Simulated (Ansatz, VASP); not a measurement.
# AlNi3: VASP beside Ansatz

Aim: how closely do two programs agree when they are given the same cell, functional and k mesh? The cell is taken from a series of runs on this material, whose earlier steps may have relaxed, scaled, displaced or heated it; both programs get it as it stands.

Calculated with Ansatz 0.2.0; plane waves, with VASP 6.6.1 beside it; elastic constants at PBEsol.

## Step 1: The structure

The structure is cubic, space group Pm-3m (No. 221). Conventional cell: a = 3.517 Å, b = 3.517 Å, c = 3.517 Å, α = 90.00°, β = 90.00°, γ = 90.00°. Nearest to Al lie 12 Ni at 2.49 Å. Nearest to Ni lie 4 Al at 2.49 Å and 8 Ni at 2.49 Å. Farther neighbours are not listed.

## Step 2: Ansatz: elastic constants, PBEsol

Ansatz runs on its default PAW (the set named soft_2) files.

Elastic constants are differences of stresses under small strains, so they test the stress and the mesh.

input.yaml reads:

```yaml
crystal:
  lattice:
    - [3.51748637, 0.0, 0.0]
    - [0.0, 3.51748637, 0.0]
    - [0.0, 0.0, 3.51748637]
  atoms:
    - { symbol: Al, position: [0.0, 0.0, 0.0] }
    - { symbol: Ni, position: [0.0, 0.5, 0.5] }
    - { symbol: Ni, position: [0.5, 0.0, 0.5] }
    - { symbol: Ni, position: [0.5, 0.5, 0.0] }
kpoints:
  mp_grid: { grid: [12, 12, 12] }
hamiltonian:
  xc: pbesol
scf:
  occupations: { method: methfessel_paxton, width: 0.25 }
output:
  forces: true
  stress: true
  eigenvalues: true
elastic:
  mode: relaxed_ion
  stencil: two_point
  amplitude: 0.01
```

On the command line:

```console
$ ansatz run input.yaml --threads 8 --pin off --max-ram 16384MiB --backend cpu --events-out ev --progress --plain --runs-dir out
```

Numbers of over 12 decimals in the logs are rounded to 6 here.

The log of the run:

```text
Engine: ansatz 0.2.0, aarch64-unknown-linux-gnu
Pseudopotentials: kind: paw
Pseudopotential: Al, paw, valence charge 3, recommended cutoff 420 eV (normal), Al.paw.azcp
Pseudopotential: Ni, paw, valence charge 18, recommended cutoff 420 eV (normal), Ni.paw.azcp
Functional definition: PBEsol
  exchange = pbesol_x
  correlation = pbesol_c
Crystal: 4 atoms, lattice volume = 43.521 Å³
Basis set: ecut = 420 eV, 847 PW (Γ), exchange–correlation on 48×48×48 points (8 copies of the dense FFT grid, shifted against one another)
Bands: 35, of which v1, the nominal top of the filled ones, is band 29 counted from 1 (28 counted from 0)
Symmetry: 48 space group operations
Space group: Pm-3m (ITA 221), of the structure as read, at distance tolerance 3.5e-5 Å
k-points: 84 of 1728
Non-local potential: Al, projectors of the file, l = 0: 2, l = 1: 2, l = 2: 1
Non-local potential: Ni, projectors of the file, l = 0: 3, l = 1: 2, l = 2: 3, l = 3: 1
PAW form: soft (Blöchl's): semilocal exchange-correlation on the pseudo side does not see the compensation charge
PAW frozen core: Al, regenerated for the run's functional, and the local potential with it (the file was generated under x = pbe(κ = 0.804, μ = 0.219515), c = pbe(β = 0.066725))
PAW frozen core: Ni, regenerated for the run's functional, and the local potential with it (the file was generated under x = pbe(κ = 0.804, μ = 0.219515), c = pbe(β = 0.066725))
PAW one-centre angular grid: Al, 110 points (default); XC on 64 Gauss nodes
PAW one-centre angular grid: Ni, 590 points (default); XC on 64 Gauss nodes
Initial density: superposition of atomic densities (neutral atoms: chi_scale 0, normalization atom), corrected by the library's trained network
Initial wavefunctions: pseudopotential atomic-orbital guess
Functional: x = pbesol(κ = 0.804, μ = 0.123457), c = pbesol(β = 0.046)
SCF iter   1: F=—  HF=-17941.270387 eV  |F-HF|=—  |Δ(HF+E_count)|=         —  Δρ=2.96e-2  dr2=2.18e-1  ethr=1.77e-3  ⟨swp⟩=4.4  Hψ=9560  notcnv=0
preconditioner: auto → Kerker (q_TF=auto, 2.854 Å⁻¹)  [metal: Δε(μ)=0.007 eV  Ē_g=7.634 eV  σ=0.250 eV  W_gap=0.03  n_scr=18 (ndim 8)  ℏωp=32.3 eV  f_vac=0.001  D(μ)=4.99/eV (n_scr^D=80)]
SCF iter   2: F=—  HF=-17941.240368 eV  |F-HF|=—  |Δ(HF+E_count)|=   3.00e-2  S|Δr|=    0.00e0  Δρ=7.27e-3  dr2=1.60e-2  ethr=3.82e-4  ⟨swp⟩=2.1  Hψ=4065  notcnv=0  defer=1
SCF iter   3: F=—  HF=-17941.237911 eV  |F-HF|=—  |Δ(HF+E_count)|=   2.46e-3  S|Δr|=    0.00e0  Δρ=1.92e-3  dr2=1.50e-3  ethr=2.81e-5  ⟨swp⟩=1.1  Hψ=2872  notcnv=0  defer=1
SCF iter   4: F=—  HF=-17941.237575 eV  |F-HF|=—  |Δ(HF+E_count)|=   3.36e-4  S|Δr|=    0.00e0  Δρ=4.09e-4  dr2=3.57e-5  ethr=2.63e-6  ⟨swp⟩=2.2  Hψ=4468  notcnv=0  defer=1
SCF iter   5: F=—  HF=-17941.237500 eV  |F-HF|=—  |Δ(HF+E_count)|=   7.48e-5  S|Δr|=    0.00e0  Δρ=1.14e-4  dr2=5.85e-6  ethr=6.26e-8  ⟨swp⟩=2.0  Hψ=4570  notcnv=0  defer=1
SCF iter   6: F=—  HF=-17941.237501 eV  |F-HF|=—  |Δ(HF+E_count)|=   9.62e-7  S|Δr|=    0.00e0  Δρ=1.66e-5  dr2=1.06e-7  ethr=1.03e-8  ⟨swp⟩=2.2  Hψ=3446  notcnv=0  defer=1
SCF iter   7: F=—  HF=-17941.237501 eV  |F-HF|=—  |Δ(HF+E_count)|=   1.31e-7  S|Δr|=    0.00e0  Δρ=5.35e-6  dr2=7.43e-9  ethr=1.85e-10  ⟨swp⟩=2.0  Hψ=4449  notcnv=0  defer=1
SCF iter   8: F=—  HF=-17941.237501 eV  |F-HF|=—  |Δ(HF+E_count)|=   2.59e-9  S|Δr|=    0.00e0  Δρ=1.66e-6  dr2=9.25e-10  ethr=1.30e-11  ⟨swp⟩=2.1  Hψ=3910  notcnv=0  defer=1
SCF iter   9: F=—  HF=-17941.237501 eV  |F-HF|=—  |Δ(HF+E_count)|=  3.24e-10  S|Δr|=    0.00e0  Δρ=3.24e-7  dr2=3.34e-11  ethr=1.62e-12  ⟨swp⟩=2.3  Hψ=3911  notcnv=0  defer=1
SCF iter  10: F=—  HF=-17941.237501 eV  |F-HF|=—  |Δ(HF+E_count)|=  7.28e-12  S|Δr|=    0.00e0  Δρ=9.96e-8  dr2=3.02e-12  ethr=5.87e-14 (applied; sched 1.00e-12)  ⟨swp⟩=2.1  Hψ=3753  notcnv=0  defer=88
[...]
SCF 1 converged in 11 iterations: F = -17941.237501 eV  dr2 = 5.65e-14
  greatest PAW one-centre occupation: 1.001 electrons in one spin orbital (limit 2), on the Ni atom at site 2 (counted from 0), in its partial waves of l = 1
Crystal: 4 atoms, lattice volume = 43.086 Å³
Symmetry: 16 space group operations
k-points: 196 of 1728
Initial density: handed on by an earlier stage of this run
Initial wavefunctions: those handed on with the density
[...]
preconditioner: auto → Kerker (q_TF=auto, 2.859 Å⁻¹)  [metal: Δε(μ)=0.005 eV  Ē_g=7.736 eV  σ=0.250 eV  W_gap=0.02  n_scr=18 (ndim 8)  ℏωp=32.5 eV  f_vac=0.001  D(μ)=4.91/eV (n_scr^D=80)]
[...]
Symmetry: 8 space group operations
k-points: 301 of 1728
[...]
preconditioner: auto → Kerker (q_TF=auto, 2.854 Å⁻¹)  [metal: Δε(μ)=0.004 eV  Ē_g=7.666 eV  σ=0.250 eV  W_gap=0.01  n_scr=18 (ndim 8)  ℏωp=32.3 eV  f_vac=0.001  D(μ)=4.96/eV (n_scr^D=80)]
[...]
SCF 4 converged in 10 iterations: F = -17941.235550 eV  dr2 = 6.00e-14
iter 1 solved again at ethr=3.57e-9 eV; its pass at ethr=3.10e-3 eV (dr2=2.04e-6 eV) is discarded
SCF iter   1: F=—  HF=-17941.235643 eV  |F-HF|=—  |Δ(HF+E_count)|=         —  Δρ=3.01e-4  dr2=1.98e-6  ethr=3.57e-9  ⟨swp⟩=2.1  Hψ=43059  notcnv=0  defer=78
preconditioner: auto → Kerker (q_TF=auto, 2.854 Å⁻¹)  [metal: Δε(μ)=0.002 eV  Ē_g=7.667 eV  σ=0.250 eV  W_gap=0.01  n_scr=18 (ndim 8)  ℏωp=32.3 eV  f_vac=0.001  D(μ)=4.96/eV (n_scr^D=80)]
SCF iter   2: F=—  HF=-17941.235550 eV  |F-HF|=—  |Δ(HF+E_count)|=   9.33e-5  S|Δr|=    0.00e0  Δρ=1.52e-4  dr2=4.59e-7  ethr=3.47e-9  ⟨swp⟩=1.2  Hψ=10287  notcnv=0  defer=78
SCF iter   3: F=—  HF=-17941.235550 eV  |F-HF|=—  |Δ(HF+E_count)|=   2.78e-7  S|Δr|=    0.00e0  Δρ=9.79e-6  dr2=1.95e-8  ethr=8.05e-10  ⟨swp⟩=1.0  Hψ=10190  notcnv=0  defer=78
SCF iter   4: F=—  HF=-17941.235550 eV  |F-HF|=—  |Δ(HF+E_count)|=  3.97e-10  S|Δr|=    0.00e0  Δρ=2.65e-6  dr2=1.53e-9  ethr=3.42e-11  ⟨swp⟩=1.5  Hψ=11343  notcnv=0  defer=78
SCF iter   5: F=—  HF=-17941.235550 eV  |F-HF|=—  |Δ(HF+E_count)|=  1.49e-10  S|Δr|=    0.00e0  Δρ=6.71e-7  dr2=1.57e-10  ethr=2.69e-12  ⟨swp⟩=2.0  Hψ=15263  notcnv=0  defer=78
SCF iter   6: F=—  HF=-17941.235550 eV  |F-HF|=—  |Δ(HF+E_count)|=  4.37e-11  S|Δr|=    0.00e0  Δρ=2.70e-7  dr2=2.97e-11  ethr=2.76e-13 (applied; sched 1.00e-12)  ⟨swp⟩=2.0  Hψ=16199  notcnv=0  defer=109
SCF iter   7: F=—  HF=-17941.235550 eV  |F-HF|=—  |Δ(HF+E_count)|=    0.00e0  S|Δr|=    0.00e0  Δρ=1.41e-7  dr2=7.24e-12  ethr=5.20e-14 (applied; sched 1.00e-12)  ⟨swp⟩=2.5  Hψ=17457  notcnv=0  defer=341
SCF iter   8: F=—  HF=-17941.235550 eV  |F-HF|=—  |Δ(HF+E_count)|=    0.00e0  S|Δr|=    0.00e0  Δρ=3.24e-8  dr2=2.18e-13  ethr=1.27e-14 (applied; sched 1.00e-12)  ⟨swp⟩=2.2  Hψ=13397  notcnv=0  defer=344
SCF iter   9: F=-17941.235550 eV  HF=-17941.235550 eV  |F-HF|=3.64e-12  |Δ(HF+E_count)|=  3.64e-12  S|Δr|=    0.00e0  Δρ=1.19e-8  dr2=5.35e-14  ethr=1.00e-12  ⟨swp⟩=4.0  Hψ=36909  notcnv=0
SCF 5 converged in 9 iterations: F = -17941.235550 eV  dr2 = 5.35e-14
SCF converged after 11 iterations
Stability not checked: this state was not tested for a lower state beside it, because cold or Methfessel-Paxton smearing, or corrected tetrahedra, fill the levels in a way that the test cannot read (fill_not_monotonic; see scf.lower_state_search)
Free energy (F): -17941.237501 eV
Harris-Foulkes:  -17941.237501 eV  (|F-HF|=0.00e0)
Internal energy: -17941.223983 eV  (E = F + TS)
E sigma→0 (E₀):  -17941.234122 eV
Entropy (-TS):   -0.013519 eV (-3.380 meV/atom)
Fermi energy:    16.368875 eV
--- Per-component energies (eV) ---
  E_band       = -900.296214
  E_kinetic    = 880.459650
  E_local      = -11844.378106  (includes V_loc(G=0)·N_el)
  E_nonlocal   = 1919.640421
  E_hartree    = 5041.343648
  E_xc         = -296.431657
  E_vxc        = -361.850035  (∫ρ·V_xc dr)
  E_paw        = -5241.012066  (= ΣΔE_a)
  E_vpaw       = -1576.857015  (= ΣTr[D̂ρ^β])
  E_aug_tail   = 0.001570  (compensation charges beyond the density's cutoff)
  E_ewald      = -8401.458449
  E_core_change = 0.611006  (= ΣΔE_core)
  E_smearing   = -0.013519  (= −TS)
  E_closure    = 0.000000  (closes the sum)
  Σ components = -17941.237501   (vs F -17941.237501, Δ=0.00e0)
--- Forces (eV/Å), atoms counted from 1 ---
  atom   1  Al    -0.00000000    -0.00000000    -0.00000000
  atom   2  Ni     0.00000000     0.00000000    -0.00000000
  atom   3  Ni    -0.00000000    -0.00000000    -0.00000000
  atom   4  Ni    -0.00000000    -0.00000000     0.00000000
  max |Σ_I F_I| component: 9.09e-29 eV/Å
--- Stress (GPa, compression-positive) ---
        0.007232      -0.000000       0.000000
       -0.000000       0.007232       0.000000
        0.000000       0.000000       0.007232
  P = ⅓ Tr σ = 0.0072 GPa (0.072 kbar)
--- Band table (eV; the first three rows and the last of 84) ---
  k-point 0: bands = [... 25 lower, 16.5636, 16.5636, 16.5636, 17.2075, 17.2075, 17.2075, 23.1695, 23.1695, ... 2 higher]
  k-point 1: bands = [... 25 lower, 16.2996, 16.2996, 16.5637, 16.8691, 17.5866, 17.5866, 23.1596, 23.4483, ... 2 higher]
  k-point 2: bands = [... 25 lower, 15.9533, 16.1770, 16.2170, 16.5639, 18.2688, 18.2688, 23.1305, 23.7095, ... 2 higher]
  k-point 83: bands = [... 25 lower, 15.4092, 15.4092, 16.0561, 16.3535, 16.3535, 16.3535, 20.1084, 20.6500, ... 2 higher]
--- Elastic constants: 2 strain directions × 2 members + reference (group order 48) ---
  dense FFT box of the reference and of every strained cell: 24×24×24
  strains applied: 11, 23; error gains: componentwise 1.00 (the most a stress slope's error grows in a printed constant), spectral 1.73 (1 for all six strains in a standard setting)
  C = ∂σ_k/∂η_j (tension-positive GPa; Voigt order 11 22 33 23 13 12):
       267.115    173.968    173.968     -0.000     -0.000     -0.000
       173.968    267.115    173.968     -0.000     -0.000     -0.000
       173.968    173.968    267.115     -0.000     -0.000     -0.000
         0.000     -0.000     -0.000    143.492      0.000      0.000
         0.000     -0.000     -0.000      0.000    143.492      0.000
        -0.000     -0.000     -0.000      0.000      0.000    143.492
  reference stress σ⁰ (GPa):     -0.007     -0.007     -0.007     -0.000     -0.000      0.000
  C* (energy form; C + prestress term) asymmetry max|C*_kj − C*_jk| = 5.684e-14 GPa — a small one proves nothing (zero by symmetry where the batch's group is 432, −43m or m−3m); a large one is finite-difference/SCF noise where every solve meets its electron count
  moduli (Voigt/Reuss/Hill, GPa): K = 205.02/205.02/205.02   G = 104.72/78.31/91.52   E = 238.99   ν = 0.306
  mechanically stable: yes (min eigenvalue of sym C = 93.15 GPa)
  strain η (Voigt 11):  stress-route row diagonal C_11 = 267.11 GPa, energy-path curvature d²(F+E_count+ΔE)/dδ²/Ω₀ = 267.16 GPa
         δ    σ_11 (GPa)             F (eV)   n_scf  n_hpsi   n_pw
    -1.000e-2      -2.7302      -17941.2338116      12  142887    876   relax 0 steps, max|allowed force component| 1.51e-28 eV/Å
     1.000e-2       2.6121      -17941.2339290      10  137811    884   relax 0 steps, max|allowed force component| 1.93e-29 eV/Å
  strain η (Voigt 23):  stress-route row diagonal C_44 = 143.49 GPa, energy-path curvature d²(F+E_count+ΔE)/dδ²/Ω₀ = 143.47 GPa
         δ    σ_23 (GPa)             F (eV)   n_scf  n_hpsi   n_pw
    -1.000e-2      -1.4349      -17941.2355502      10  209523    874   relax 0 steps, max|allowed force component| 2.58e-28 eV/Å
     1.000e-2       1.4349      -17941.2355502       9  179536    874   relax 0 steps, max|allowed force component| 4.65e-28 eV/Å
```

[end of part 1 of 2]

[Lines on the potential files, build, host, timing and source positions are cut from VASP's logs without a mark.]

[Logs are printed without paths, hosts, clocks, repeated set-up lines and the standing remarks that a program may print on its own settings, such as how far it seeks lower states.]

[Hosts, paths, dates, database ids (printed as entryN), source tags and the programs' standing remarks are cut or masked in the printed files.]
